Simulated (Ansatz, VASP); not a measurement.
# CsRu: VASP beside Ansatz

```
Cs Ru
1.0
     3.64716    0.00000    0.00000
     0.00000    3.64716    0.00000
     0.00000    0.00000    3.64716
Cs Ru
1 1
Direct
  0.00000 0.00000 0.00000
  0.50000 0.50000 0.50000
```

Alike in both runs: functional PBE; k mesh 16 × 16 × 16; occupations gaussian, width 0.1 eV; no spin polarisation.

Ansatz relaxed the structure, and its values are those at the end. VASP's run is a single point on that final structure, the one shown.

|  | VASP | Ansatz |
| --- | --- | --- |
| version | VASP 6.6.1 | Ansatz 0.2.0 |
| potentials or method | VASP PAW PBE potentials, release 64 (Cs_sv, Ru_pv) | scalar-relativistic, plane waves, PAW |
| plane-wave cutoff (eV) | 520 | 420 |
| valence electrons in the cell | 23 | 25 |

```csv
,VASP,Ansatz,Ansatz less VASP
gap on the k mesh at the Fermi level (eV),none,none,-
pressure (GPa),1.0,0.0,-0.94
```

A gap of «none» marks a metal or a gap that the smearing closes. The two sets of potentials don't hold the same shells in valence.

The runs have no spin-orbit coupling, so splittings on Cs are missing.
